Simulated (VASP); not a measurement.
The system is Si2C.

```
Si C
1.0
     3.37973    0.00000    0.00000
    -1.68986    2.92693    0.00000
     0.00000    0.00000    4.65332
Si C
2 1
Direct
  0.33333 0.66667 0.75035
  0.33333 0.66667 0.24965
  0.00000 0.00000 0.00000
```

The cell was built by a generator and needn't be a form met in nature.

```yaml
Program: VASP 6.6.1
Task: relaxation of cell and atoms
Functional: r2SCAN
Dispersion: rVV10
Potentials_or_basis: VASP PAW PBE potentials, release 64 (Si, C)
Cutoff: 600 eV
k_mesh: 9 × 9 × 6
Occupations: gaussian, width 0.05 eV
Spin: no spin polarisation
```

At the start: pressure -15.5 GPa; volume 15.34 Å³/atom.

Task: Where does the relaxation end?

Result: Over 22 steps the energy falls by 544.9 meV/atom and the volume is 11.50 Å³/atom (-25.0 %); space group P-6m2 (No. 187, to 0.05 Å).

Step by step:
```csv
step,energy change (eV),largest force (eV/Å),pressure (GPa),volume (Å³)
1,0.0000,0.4842,-15.52,46.03
2,-1.5317,0.6584,-9.14,36.52
3,-1.5762,0.9697,-6.53,35.42
4,-1.5446,1.6934,0.78,33.27
5,-1.5850,1.1502,-4.65,34.79
6,-1.4761,2.2315,12.94,32.16
7,-1.6238,0.1530,0.65,33.84
8,-1.6238,0.1286,0.77,33.82
9,-1.6238,0.1054,0.89,33.80
10,-1.6255,0.0070,0.20,34.05
11,-1.6258,0.0507,-0.20,34.20
12,-1.6269,0.0019,-0.40,34.28
13,-1.6306,0.0788,-1.19,34.53
14,-1.6293,0.3235,-2.31,35.02
15,-1.6307,0.1619,-1.69,34.74
16,-1.6318,0.1675,-1.44,34.75
17,-1.6338,0.1057,-1.03,34.77
18,-1.6338,0.1210,-1.05,34.77
19,-1.6345,0.0369,-0.58,34.68
20,-1.6346,0.0095,-0.33,34.63
21,-1.6347,0.0042,-0.23,34.60
22,-1.6348,0.0092,-0.02,34.51
```

Final structure:
```yaml
crystal:
  lattice:
    - [2.85553, 0.00000, 0.00000]
    - [-1.42777, 2.47296, 0.00000]
    - [0.00000, 0.00000, 4.88751]
  atoms:
    - { symbol: Si, position: [0.33333, 0.66667, 0.75467] }
    - { symbol: Si, position: [0.33333, 0.66667, 0.24533] }
    - { symbol: C, position: [0.00000, 0.00000, 0.00000] }
```

Caveat: the volume moved by over 15 % at a fixed basis, so the end points are rough; the PAW data sets were made with another functional, which shifts forces and pressure a little.
